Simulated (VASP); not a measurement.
Crystal: Sc15VN16.

```xyz
32
Lattice="-4.4205 -4.4205 4.4205 4.4205 4.4205 4.4205 -4.4205 4.4205 -4.4205" Properties=species:S:1:pos:R:3 pbc="T T T"
V     0.0000    0.0000    0.0000
Sc   -4.4205    2.2102   -2.2102
Sc   -2.2102    4.4205   -2.2102
Sc   -4.4205    0.0000    0.0000
Sc   -2.2102    2.2102    0.0000
Sc    0.0000    4.4205    0.0000
Sc   -4.4205   -2.2102    2.2102
Sc   -2.2102    0.0000    2.2102
Sc    0.0000    2.2102    2.2102
Sc    2.2102    4.4205    2.2102
Sc   -2.2102   -2.2102    4.4205
Sc    0.0000    0.0000    4.4205
Sc    2.2102    2.2102    4.4205
Sc   -4.4205    2.2103    2.2103
Sc   -2.2102    4.4205    2.2103
Sc   -2.2102    2.2103    4.4205
N     2.2102    2.2102    2.2102
N    -2.2102    4.4205    0.0000
N     0.0000    6.6307    0.0000
N    -2.2102    2.2102    2.2102
N     0.0000    4.4205    2.2102
N    -2.2102    2.2102   -2.2102
N    -2.2102    0.0000    4.4205
N     0.0000    2.2102    4.4205
N    -2.2102    0.0000    0.0000
N     0.0000    2.2102    0.0000
N     0.0000    0.0000    6.6307
N    -2.2102   -2.2102    2.2102
N     0.0000    0.0000    2.2102
N    -6.6307    0.0000    0.0000
N    -4.4205    2.2102    0.0000
N    -4.4205    0.0000    2.2102
```

The cell was built by a generator and needn't be a form met in nature.

```yaml
Program: VASP 6.6.1
Task: relaxation of cell and atoms
Functional: PBE
Potentials_or_basis: VASP PAW PBE potentials, release 64 (V_sv, Sc_sv, N)
Cutoff: 600 eV
k_mesh: 6 × 6 × 6
Occupations: methfessel-paxton, width 0.1 eV
Spin: collinear spin, ferromagnetic start
```

At the start: pressure 10.5 GPa; volume 10.80 Å³/atom.

How do energy, volume and symmetry change on relaxing?

Over 13 steps the energy falls by 24.2 meV/atom and the volume is 11.30 Å³/atom (+4.6 %); space group Im-3m (No. 229, to 0.05 Å); moment 1.09 μB per cell.

The path:
```csv
step,energy change (eV),largest force (eV/Å),pressure (GPa),volume (Å³)
1,0.0000,1.1147,10.51,345.52
2,-0.0859,0.1819,-9.81,382.16
3,-0.6614,0.5855,-0.98,363.81
4,-0.6614,0.5954,-0.79,363.44
5,-0.7478,0.3233,-0.27,362.15
6,-0.7745,0.0347,0.35,360.97
7,-0.7745,0.0393,0.32,361.02
8,-0.7749,0.0105,-0.34,362.20
9,-0.7755,0.0117,-0.06,361.69
10,-0.7755,0.0123,-0.06,361.67
11,-0.7755,0.0130,-0.03,361.64
12,-0.7755,0.0125,-0.03,361.66
13,-0.7756,0.0030,0.01,361.56
```

Final structure:
```xyz
32
Lattice="-4.4879 -4.4879 4.4879 4.4879 4.4879 4.4879 -4.4879 4.4879 -4.4879" Properties=species:S:1:pos:R:3 pbc="T T T"
V    -4.4879   -4.4879    4.4879
Sc    0.0000    6.7400    2.2357
Sc   -2.2522    4.4879   -2.2522
Sc   -4.4879    0.0000    0.0000
Sc   -2.2357    2.2357    0.0000
Sc   -4.4879    0.0000    4.4879
Sc   -4.4879   -2.2522    2.2522
Sc   -2.2357    0.0000    2.2357
Sc    0.0000    2.2357    2.2357
Sc    2.2522    4.4879    2.2522
Sc   -2.2522   -2.2522    4.4879
Sc    0.0000    0.0000    4.4879
Sc    2.2522    2.2522    4.4879
Sc   -4.4879    2.2522    2.2522
Sc   -2.2522    4.4879    2.2522
Sc   -2.2522    2.2522    4.4879
N    -2.2439   -2.2439    6.7318
N    -2.2439    4.4879    0.0000
N    -4.4879    2.3264    4.4879
N    -2.2439    2.2439    2.2439
N     0.0000    4.4879    2.2439
N    -6.7318   -2.2439    2.2439
N    -2.2439    0.0000    4.4879
N     0.0000    2.2439    4.4879
N    -2.1615    0.0000    0.0000
N    -4.4879   -2.3264    4.4879
N     0.0000    0.0000    6.8143
N    -2.2439   -2.2439    2.2439
N     0.0000    0.0000    2.1615
N    -6.8143    0.0000    0.0000
N    -4.4879    2.2439    0.0000
N    -4.4879    0.0000    2.2439
```
